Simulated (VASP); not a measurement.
Input of a VASP 6.6.1 run:

INCAR

```
ALGO     = Normal         # electronic algorithm
BPARAM   = 11.95        
CPARAM   = 0.0093       
EDIFF    = 1E-7           # SCF threshold, eV
EDIFFG   = -0.002         # ionic threshold
ENCUT    = 520            # plane-wave cutoff, eV
IBRION   = 2              # ionic algorithm
ISIF     = 3              # what is computed and relaxed
ISMEAR   = 0              # smearing method
IVDW_NL  = 2            
LASPH    = T              # aspherical terms in the spheres
LCHARG   = F              # write CHGCAR
LMIXTAU  = T            
LREAL    = F              # projectors in reciprocal space
LUSE_VDW = T            
LWAVE    = F              # write WAVECAR
METAGGA  = R2SCAN         # meta-GGA
NELM     = 60             # most SCF steps
NSW      = 80             # ionic steps
PREC     = Accurate       # precision mode
SIGMA    = 0.02           # smearing width, eV
```

The input KPOINTS:

```
k-points
0
Gamma
  10 10 10
```

Contents of POSCAR:

```
PbSe
1.0
    0.0000000000      3.0606500000      3.0606500000
    3.0606500000      0.0000000000      3.0606500000
    3.0606500000      3.0606500000      0.0000000000
Pb Se
1 1
Direct
    0.0000000000      0.0000000000      0.0000000000
    0.5000000000      0.5000000000      0.5000000000
```

Potentials or basis: VASP PAW PBE potentials, release 64 (Pb_d, Se).

Command:

```console
$ cat potpaw_PBE.64/Pb_d/POTCAR potpaw_PBE.64/Se/POTCAR > POTCAR
$ mpirun -np 1 vasp_std > vasp.out
```

(1) What does it give for the band gap on the k mesh?

(2) Estimate the relaxed volume.

(3) What does it give for the space group after relaxing (to 0.05 Å)?

## Answers

(1) 0.58 eV, direct.

(2) 29.04 Å³/atom.

(3) Fm-3m (No. 225).

Caveat: the PAW data sets were made with another functional, which shifts forces and pressure a little; spin-orbit coupling is left out, which as a rule narrows the gap of such compounds by several tenths of an eV.
